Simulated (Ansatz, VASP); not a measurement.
**Cross-check of SiPb between VASP and Ansatz**

Wanted: the spread between two codes on one cell, functional and k mesh. The cell is generated by rule, not measured, and may not be a known phase. The cell is taken from a series of runs on this material, whose earlier steps may have relaxed, scaled, displaced or heated it; both programs get it as it stands.

Program: Ansatz 0.2.0. Level of theory: plane waves, with VASP 6.6.1 beside it; relaxation of cell and atoms at LDA and zone-centre phonons at LDA. Results are calculated unless marked as measured.

The structure was built from a prototype and need not be the compound's stable phase.

## Step 1: The structure

Symmetry: F-43m, No. 216, cubic system. Conventional cell: a = 6.133 Å, b = 6.133 Å, c = 6.133 Å, α = 90.00°, β = 90.00°, γ = 90.00°. Pb has 4 Si at 2.66 Å nearest. Nearest to Si lie 4 Pb at 2.66 Å. Farther neighbours are not listed.

Structure file:

```xyz
2
Lattice="0.0000 3.0666 3.0666 3.0666 0.0000 3.0666 3.0666 3.0666 0.0000" Properties=species:S:1:pos:R:3 pbc="T T T"
Pb    0.0000    0.0000    0.0000
Si    1.5333    1.5333    1.5333
```

## Step 2: VASP: relaxation of cell and atoms, LDA

The relaxed volume is the usual yardstick between codes: in a stiff, nearly cubic crystal its relative difference is about their pressure difference at one cell divided by the bulk modulus.

Lines of VASP's logs that name or quote its potential files are left out, and so is its time.

INCAR

```
SYSTEM = SiPb
PREC = Accurate
ENCUT = 500
EDIFF = 1E-07
NELM = 120
ISMEAR = 0
SIGMA = 0.1
LREAL = .FALSE.
ALGO = Normal
GGA = CA
NBANDS = 15
LORBIT = 11
LWAVE = .FALSE.
LCHARG = .FALSE.
ISIF = 3
IBRION = 2
NSW = 80
EDIFFG = -0.005
LASPH = .TRUE.
GGA_COMPAT = .FALSE.
NELMIN = 4
KPAR = 2
```

POSCAR

```
SiPb
1.0
    0.0000000000      3.0665620000      3.0665620000
    3.0665620000      0.0000000000      3.0665620000
    3.0665620000      3.0665620000      0.0000000000
Pb Si
1 1
Direct
    0.0000000000      0.0000000000      0.0000000000
    0.2500000000      0.2500000000      0.2500000000
```

KPOINTS

```
Automatic mesh
0
Gamma
10 10 10
0 0 0
```

Potentials, in the order of the species: Pb_d and Si (LDA family, release 64).

The run is started by

```sh
mpirun -np 2 vasp_std
```

Numbers of over 12 decimals in the logs are rounded to 6 here.

What it wrote:

```text
[banner, memory and clock lines left out]
running    2 mpi-ranks, on    1 nodes
 distrk:  each k-point on    1 cores,    2 groups
 distr:  one band on    1 cores,    1 groups

 POSCAR found type information on POSCAR PbSi
 POSCAR found :  2 types and       2 ions
 LDA part: xc-table for (Slater(with rela. corr.)+CA(PZ))
 , standard interpolation
 POSCAR, INCAR and KPOINTS ok, starting setup
 FFT: planning ... GRIDC
 FFT: planning ... GRID_SOFT
 FFT: planning ... GRID
 WAVECAR not read
 entering main loop
       N       E                     dE             d eps       ncg     rms          rms(c)
DAV:   1     0.130189566005E+03    0.13019E+03   -0.82671E+03  1410   0.115E+03
DAV:   2    -0.186528534935E+01   -0.13205E+03   -0.12745E+03  1487   0.303E+02
DAV:   3    -0.930142694946E+01   -0.74361E+01   -0.73909E+01  1837   0.794E+01
DAV:   4    -0.948583770639E+01   -0.18441E+00   -0.18436E+00  1636   0.146E+01
DAV:   5    -0.949582241185E+01   -0.99847E-02   -0.99845E-02  2104   0.314E+00    0.293E+00
DAV:   6    -0.935709460457E+01    0.13873E+00   -0.14403E-01  1848   0.463E+00    0.166E+00
DAV:   7    -0.931771281060E+01    0.39382E-01   -0.81283E-02  1851   0.246E+00    0.429E-01
DAV:   8    -0.931530461720E+01    0.24082E-02   -0.88059E-03  1934   0.962E-01    0.103E-01
DAV:   9    -0.931539195434E+01   -0.87337E-04   -0.69176E-04  1879   0.282E-01    0.466E-02
DAV:  10    -0.931539119602E+01    0.75832E-06   -0.38347E-05  1748   0.422E-02    0.230E-02
DAV:  11    -0.931539281882E+01   -0.16228E-05   -0.14434E-05  1879   0.503E-02    0.976E-03
DAV:  12    -0.931539253745E+01    0.28137E-06   -0.11755E-06  1767   0.711E-03    0.525E-03
DAV:  13    -0.931539250481E+01    0.32647E-07   -0.26277E-07  1830   0.491E-03
   1 F= -.93153925E+01 E0= -.93144556E+01  d E =-.931539E+01
 curvature:   0.00 expect dE= 0.000E+00 dE for cont linesearch  0.000E+00
 trial: gam= 0.00000 g(F)=  0.438E-48 g(S)=  0.232E-04 ort = 0.000E+00 (trialstep = 0.100E+01)
 search vector abs. value=  0.232E-04
 bond charge predicted
       N       E                     dE             d eps       ncg     rms          rms(c)
DAV:   1    -0.931570610569E+01   -0.31357E-03   -0.86994E-03  1788   0.171E+00    0.891E-02
DAV:   2    -0.931544212350E+01    0.26398E-03   -0.54434E-04  1795   0.455E-01    0.326E-02
DAV:   3    -0.931540217782E+01    0.39946E-04   -0.14669E-04  1767   0.214E-01    0.321E-03
DAV:   4    -0.931540177926E+01    0.39857E-06   -0.51645E-06  1860   0.192E-02    0.189E-03
DAV:   5    -0.931540180035E+01   -0.21088E-07   -0.64954E-07  1992   0.123E-02
   2 F= -.93154018E+01 E0= -.93144617E+01  d E =-.929554E-05
 trial-energy change:   -0.000009  1 .order   -0.000006   -0.000023    0.000010
 step:   0.7791(harm=  0.6898)  dis= 0.00000  next Energy=    -9.315403 (dE=-0.104E-04)
 reached required accuracy - stopping structural energy minimisation
```

Parts of OUTCAR (step 2):

```text
ion  position               nearest neighbor table
   1  0.000  0.000  0.000-   2 2.66   2 2.66   2 2.66   2 2.66
   2  0.250  0.250  0.250-   1 2.66   1 2.66   1 2.66   1 2.66

  LATTYP: Found a face centered cubic cell.
 ALAT       =     6.1331240000

 Subroutine GETGRP returns: Found 24 space group operations
 (whereof 24 operations were pure point group operations)

The static configuration has the point symmetry T_d .

 Found     47 irreducible k-points:

   k-points           NKPTS =     47   k-points in BZ     NKDIM =     47   number of bands    NBANDS=     15

   dimension x,y,z NGX =    32 NGY =   32 NGZ =   32
   dimension x,y,z NGXF=    64 NGYF=   64 NGZF=   64

   ENCUT  =  500.0 eV  36.75 Ry    6.06 a.u.   7.91  7.91  7.91*2*pi/ulx,y,z

   NELECT =      18.0000    total number of electrons

 k-points in reciprocal lattice and weights: Automatic mesh
   0.00000000  0.00000000  0.00000000       0.001
   0.10000000  0.00000000  0.00000000       0.008
   0.20000000  0.00000000  0.00000000       0.008
   0.30000000  0.00000000  0.00000000       0.008
   0.40000000  0.00000000  0.00000000       0.008
   0.50000000  0.00000000  0.00000000       0.004
   0.10000000  0.10000000  0.00000000       0.006
   0.20000000  0.10000000  0.00000000       0.024
   0.30000000  0.10000000  0.00000000       0.024
[...]
-0.30000000  0.40000000  0.20000000       0.024
  -0.30000000  0.50000000  0.20000000       0.012

 average (electrostatic) potential at core
       1 -92.1162       2 -86.1211

 E-fermi :   5.2125

 k-point     1 :       0.0000    0.0000    0.0000
  band No.  band energies     occupation
    ...
      3     -11.7453      2.00000
      4     -11.6373      2.00000
      5     -11.6373      2.00000
      6      -6.5143      2.00000
      7       4.1777      2.00000
      8       5.4105      0.00512
      9       5.4105      0.00512
     10       5.4105      0.00512
     11       7.5644      0.00000
     12       7.5644      0.00000
    ...

 k-point     2 :       0.1000    0.0000    0.0000
  band No.  band energies     occupation
    ...
      5     -11.6372      2.00000
      6      -6.4078      2.00000
      7       3.1677      2.00000
      8       5.2022      1.11583
      9       5.2022      1.11583
     10       5.7068      0.00000
     11       7.8266      0.00000
     12       7.8266      0.00000
     13       7.9382      0.00000
     14      11.1193      0.00000
    ...

 k-point     3 :       0.2000    0.0000    0.0000
  band No.  band energies     occupation
    ...
      5     -11.6363      2.00000
      6      -6.0956      2.00000
      7       1.6041      2.00000
      8       4.7993      2.00000
      9       4.7993      2.00000
     10       5.5640      0.00000
     11       8.3143      0.00000
     12       8.3143      0.00000
     13       9.0385      0.00000
     14      12.0005      0.00000
    ...

  Total       -0.0080529     -0.0080529     -0.0080529      0.0000000      0.0000000     -0.0000000
  in kB       -0.2234165     -0.2234165     -0.2234165      0.0000000      0.0000000     -0.0000000
  external PRESSURE =      -0.2234165 kB  Pullay stress =       0.0000000 kB

  energy-cutoff  :      500.00
  volume of cell :       57.75
      direct lattice vectors                 reciprocal lattice vectors
     0.000000000  3.067886879  3.067886879    -0.162978630  0.162978630  0.162978630
     3.067886879  0.000000000  3.067886879     0.162978630 -0.162978630  0.162978630
     3.067886879  3.067886879  0.000000000     0.162978630  0.162978630 -0.162978630

 POSITION                                       TOTAL-FORCE (eV/Angst)
 -----------------------------------------------------------------------------------
      6.13577      6.13577      6.13577         0.000000     -0.000000     -0.000000
      1.53394      1.53394      1.53394        -0.000000      0.000000      0.000000
 -----------------------------------------------------------------------------------
    total drift:                                0.000000      0.000000     -0.000000

  FREE ENERGIE OF THE ION-ELECTRON SYSTEM (eV)
  ---------------------------------------------------
  free  energy   TOTEN  =        -9.3154018003 eV

  energy  without entropy=       -9.3135216330  energy(sigma->0) =       -9.31446172

 reached required accuracy - stopping structural energy minimisation

 total charge
# of ion       s       p       d       tot
------------------------------------------
    1        1.262   1.088   9.815  12.165
    2        0.813   0.818   0.000   1.631
--------------------------------------------------
tot          2.075   1.906   9.815  13.796

[... 3 further parts left out ...]
```

CONTCAR:

```
SiPb
   1.00000000000000
     0.0000000000000000    3.0678868786352114    3.0678868786352114
     3.0678868786352114    0.0000000000000000    3.0678868786352114
     3.0678868786352114    3.0678868786352114    0.0000000000000000
  Pb              Si
     1     1
Direct
     1.0000000000000000    1.0000000000000000    1.0000000000000000
     0.2500000000000000    0.2500000000000000    0.2500000000000000
```

## Step 3: Ansatz: relaxation of cell and atoms, LDA

Ansatz runs on its default PAW (the set named soft_2) files.

The same cell, functional (in two slightly different forms), mesh and smearing now go to Ansatz, which takes its cutoff from its data sets.

input.yaml

```yaml
crystal:
  lattice:
    - [0.0, 3.066562484, 3.066562484]
    - [3.066562484, 0.0, 3.066562484]
    - [3.066562484, 3.066562484, 0.0]
  atoms:
    - { symbol: Pb, position: [0.0, 0.0, 0.0] }
    - { symbol: Si, position: [0.25, 0.25, 0.25] }
kpoints:
  mp_grid: { grid: [10, 10, 10] }
hamiltonian:
  xc: lda
scf:
  occupations: { method: gaussian, width: 0.1 }
output:
  forces: true
  stress: true
  eigenvalues: true
relax:
  adjacent_minimum: "off"
  f_tol: 0.005
  max_steps: 80
  cell: { stress_tol: 0.05 }
```

The run is started by

```sh
ansatz run input.yaml --threads 4 --pin off --max-ram 7168MiB --backend cpu --events-out ev --progress --plain --runs-dir out
```

What it wrote:

```text
Engine: ansatz 0.2.0, aarch64-unknown-linux-gnu
Pseudopotentials: kind: paw
Pseudopotential: Pb, paw, valence charge 14, recommended cutoff 420 eV (normal), Pb.paw.azcp
Pseudopotential: Si, paw, valence charge 4, recommended cutoff 420 eV (normal), Si.paw.azcp
Functional definition: SPW92
  exchange = slater_x
  correlation = pw_c
Crystal: 2 atoms, lattice volume = 57.675 Å³
Basis set: ecut = 420 eV, 1139 PW (Γ)
Bands: 13, of which v1, the nominal top of the filled ones, is band 9 counted from 1 (8 counted from 0)
Symmetry: 24 space group operations
Space group: F-43m (ITA 216), of the structure as read, at distance tolerance 3.9e-5 Å
k-points: 47 of 1000 (time reversal used)
Non-local potential: Pb, projectors of the file, l = 0: 2, l = 1: 2, l = 2: 2, l = 3: 2
Non-local potential: Si, projectors of the file, l = 0: 2, l = 1: 2, l = 2: 2
PAW form: soft (Blöchl's): semilocal exchange-correlation on the pseudo side does not see the compensation charge
PAW frozen core: Pb, regenerated for the run's functional, and the local potential with it (the file was generated under x = pbe(κ = 0.804, μ = 0.219515), c = pbe(β = 0.066725))
PAW frozen core: Si, regenerated for the run's functional, and the local potential with it (the file was generated under x = pbe(κ = 0.804, μ = 0.219515), c = pbe(β = 0.066725))
PAW one-centre angular grid: Pb, 590 points (default); XC on 64 Gauss nodes
PAW one-centre angular grid: Si, 110 points (default); XC on 64 Gauss nodes
Initial density: superposition of atomic densities (neutral atoms: chi_scale 0, normalization atom), corrected by the library's trained network
Initial wavefunctions: pseudopotential atomic-orbital guess
Functional: x = slater, c = lda
SCF iter   1: F=—  HF=-12210.101698 eV  |F-HF|=—  |Δ(HF+E_count)|=         —  Δρ=4.52e-3  dr2=9.90e-3  ethr=1.77e-3  ⟨swp⟩=6.2  Hψ=4174  notcnv=0
preconditioner: auto → Kerker (q_TF=auto, 2.247 Å⁻¹)  [metal: Δε(μ)=0.055 eV  Ē_g=15.221 eV  σ=0.100 eV  W_gap=0.29  n_scr=14 (ndim 8)  ℏωp=20.7 eV  f_vac=0.016  D(μ)=0.39/eV (n_scr^D=0)]
SCF iter   2: F=—  HF=-12210.099731 eV  |F-HF|=—  |Δ(HF+E_count)|=   1.97e-3  Δρ=2.73e-3  dr2=4.30e-3  ethr=5.50e-5  ⟨swp⟩=1.3  Hψ=1020  notcnv=0
SCF iter   3: F=—  HF=-12210.098956 eV  |F-HF|=—  |Δ(HF+E_count)|=   7.75e-4  Δρ=7.17e-4  dr2=2.72e-4  ethr=2.39e-5  ⟨swp⟩=2.1  Hψ=1037  notcnv=0
SCF iter   4: F=—  HF=-12210.098970 eV  |F-HF|=—  |Δ(HF+E_count)|=   1.45e-5  Δρ=3.76e-4  dr2=1.06e-4  ethr=1.51e-6  ⟨swp⟩=2.0  Hψ=913  notcnv=0
SCF iter   5: F=—  HF=-12210.098958 eV  |F-HF|=—  |Δ(HF+E_count)|=   1.26e-5  Δρ=9.35e-5  dr2=9.08e-6  ethr=5.91e-7  ⟨swp⟩=2.0  Hψ=1035  notcnv=0
SCF iter   6: F=—  HF=-12210.098952 eV  |F-HF|=—  |Δ(HF+E_count)|=   5.09e-6  Δρ=3.38e-5  dr2=5.72e-7  ethr=5.04e-8  ⟨swp⟩=2.3  Hψ=758  notcnv=0
SCF iter   7: F=-12210.098952 eV  HF=-12210.098952 eV  |F-HF|=1.22e-9  |Δ(HF+E_count)|=   1.48e-7  Δρ=3.00e-6  dr2=4.37e-9  ethr=5.56e-10  ⟨swp⟩=7.0  Hψ=3290  notcnv=0
SCF 1 converged in 7 iterations: F = -12210.098952 eV  dr2 = 4.37e-9
  greatest PAW one-centre occupation: 0.977 electrons in one spin orbital (limit 2), on the Pb atom at site 0 (counted from 0), in its partial waves of l = 2
relax step   1: F+E_penalty+E_count = -12210.09895234 eV  Δ(F+E_penalty+E_count) = +0.000e0 eV  max|allowed force component| = 1.665e-16 eV/Å  Δτ_max = 0.0000 Å  P = +0.024 GPa  Ω = 57.675 Å³  (7 SCF iters, dr2 threshold 1.00e-7 eV, accepted)
Initial density: handed on by an earlier stage of this run
Initial wavefunctions: pseudopotential atomic-orbital guess (no wavefunctions were taken with the density)
iter 1 solved again at ethr=3.45e-7 eV; its pass at ethr=3.10e-3 eV (dr2=6.21e-5 eV) is discarded
SCF iter   1: F=—  HF=-12210.098954 eV  |F-HF|=—  |Δ(HF+E_count)|=         —  Δρ=3.32e-6  dr2=5.50e-9  ethr=3.45e-7  ⟨swp⟩=3.8  Hψ=6084  notcnv=0
eigensolver tolerance schedule: the retry pair's looser diagonalisation over-reported the residual by 11281.65 of it (diagonalisation noise at an unbounded share of the residual, at the tolerance the schedule requests for it); recorded, not acted on — ethr = c·dr2/N_el stays at c = 1.0e-1
preconditioner: auto → Kerker (q_TF=auto, 2.247 Å⁻¹)  [metal: Δε(μ)=0.063 eV  Ē_g=15.247 eV  σ=0.100 eV  W_gap=0.33  n_scr=14 (ndim 8)  ℏωp=20.7 eV  f_vac=0.005  D(μ)=0.38/eV (n_scr^D=0)]
SCF iter   2: F=—  HF=-12210.098952 eV  |F-HF|=—  |Δ(HF+E_count)|=   1.66e-6  Δρ=1.43e-6  dr2=9.74e-10  ethr=3.06e-11  ⟨swp⟩=3.0  Hψ=1191  notcnv=0
SCF iter   3: F=—  HF=-12210.098952 eV  |F-HF|=—  |Δ(HF+E_count)|=  2.20e-10  Δρ=4.94e-7  dr2=1.56e-10  ethr=5.41e-12  ⟨swp⟩=2.1  Hψ=813  notcnv=0
SCF iter   4: F=—  HF=-12210.098952 eV  |F-HF|=—  |Δ(HF+E_count)|=  6.91e-11  Δρ=1.70e-7  dr2=2.06e-11  ethr=1.00e-12  ⟨swp⟩=2.7  Hψ=1062  notcnv=0
SCF iter   5: F=-12210.098952 eV  HF=-12210.098952 eV  |F-HF|=1.82e-12  |Δ(HF+E_count)|=  7.28e-12  Δρ=3.31e-8  dr2=1.16e-12  ethr=1.00e-12  ⟨swp⟩=7.3  Hψ=3308  notcnv=0
SCF 2 converged in 5 iterations: F = -12210.098952 eV  dr2 = 1.16e-12
relax step   2: F+E_penalty+E_count = -12210.09895234 eV  Δ(F+E_penalty+E_count) = -1.368e-9 eV  max|allowed force component| = 1.850e-16 eV/Å  Δτ_max = 0.0000 Å  P = +0.024 GPa  Ω = 57.675 Å³  stress off target by 2.41e-2 GPa  SCF on the basis re-selected at this cell (its energy is not comparable with the rows above)  (5 SCF iters)
basis re-selected at this cell: Δ(F+E_penalty+E_count) = -1.368e-9 eV, ΔP = -0.000 GPa vs the last step (what re-selecting the basis moved, of the pressure what is left beyond the Pulay correction that the steps carried, after the strain that the cell walked since its last selection, with what the two solves' SCF thresholds leave and, on support functions, any second-order correction that the steps lacked; it is no m [...]
SCF converged after 5 iterations
Free energy (F): -12210.098952 eV
Harris-Foulkes:  -12210.098952 eV  (|F-HF|=1.82e-12)
Internal energy: -12210.097034 eV  (E = F + TS)
E sigma→0 (E₀):  -12210.097993 eV
Entropy (-TS):   -0.001918 eV (-0.959 meV/atom)
Fermi energy:    7.188578 eV
--- Per-component energies (eV) ---
  E_band       = -80.070799
  E_kinetic    = 331.781736
  E_local      = -1355.282829  (includes V_loc(G=0)·N_el)
  E_nonlocal   = 381.199184
  E_hartree    = 543.884369
  E_xc         = -272.513066
  E_vxc        = -179.029353  (∫ρ·V_xc dr)
  E_paw        = -10592.691657  (= ΣΔE_a)
  E_vpaw       = -346.508344  (= ΣTr[D̂ρ^β])
  E_aug_tail   = 0.000047  (compensation charges beyond the density's cutoff)
  E_ewald      = -1246.481436
  E_core_change = 0.006617  (= ΣΔE_core)
  E_smearing   = -0.001918  (= −TS)
  E_closure    = 0.000000  (closes the sum)
  Σ components = -12210.098952   (vs F -12210.098952, Δ=0.00e0)
--- Forces (eV/Å), atoms counted from 1 ---
  atom   1  Pb     0.00000000    -0.00000000     0.00000000
  atom   2  Si    -0.00000000    -0.00000000    -0.00000000
  max |Σ_I F_I| component: 7.40e-17 eV/Å
--- Stress (GPa, compression-positive) ---
        0.024131       0.000000      -0.000000
       -0.000000       0.024131       0.000000
       -0.000000       0.000000       0.024131
  P = ⅓ Tr σ = 0.0241 GPa (0.241 kbar)
--- Band table (eV; the first three rows and the last of 47) ---
  k-point 0: bands = [... 5 lower, -4.5638, 6.1159, 7.3903, 7.3903, 7.3903, 9.5454, 9.5454, 9.5454]
  k-point 1: bands = [... 5 lower, -4.4573, 5.1197, 7.1817, 7.1817, 7.6735, 9.8078, 9.8078, 9.9176]
  k-point 2: bands = [... 5 lower, -4.1453, 3.5619, 6.7783, 6.7783, 7.5277, 10.2961, 10.2961, 11.0153]
  k-point 46: bands = [... 5 lower, -1.7307, -0.2734, 3.9270, 4.0857, 9.7852, 10.2785, 12.1913, 12.1980]
--- Relaxed structure (1 steps of the walk, 1 accepted, 1 SCFs on fresh bases) ---
  F+E_penalty+E_count = -12210.09895234 eV   max|allowed force component| = 1.850e-16 eV/Å   (the final SCF, on the basis selected at the relaxed cell)
  cell:  # Å, volume = 57.6747 Å³
    - [0.0, 3.066562484, 3.066562484]
    - [3.066562484, 0.0, 3.066562484]
    - [3.066562484, 3.066562484, 0.0]
  atoms:
    - { symbol: Pb, position: [0.0, 0.0, 0.0] }
    - { symbol: Si, position: [0.250000, 0.250000, 0.250000] }
```

## Step 4: Side by side

Known differences besides the potentials themselves: the two LDA forms differ slightly; the cutoff is 420 eV in Ansatz and 500 eV in VASP; VASP's log shows a relativistic correction to its local exchange, Ansatz's none; Ansatz adds a Pulay correction to the stress that steers its cell, VASP none. Total energies have different zeros and are not compared.

Compared:

| quantity | Ansatz | VASP | difference |
| --- | --- | --- | --- |
| volume (Å³) | 57.67 | 57.75 | -0.13 % |
| edge a after relaxation, in the typed setting (Å) | 4.337 | 4.339 | -0.04 % |

[end of part 1 of 2]

[Lines on the potential files, build, host, timing and source positions are cut from VASP's logs without a mark.]

[Logs are printed without paths, hosts, clocks, repeated set-up lines and the standing remarks that a program may print on its own settings, such as how far it seeks lower states.]

[Hosts, paths, dates, database ids (printed as entryN), source tags and the programs' standing remarks are cut or masked in the printed files.]
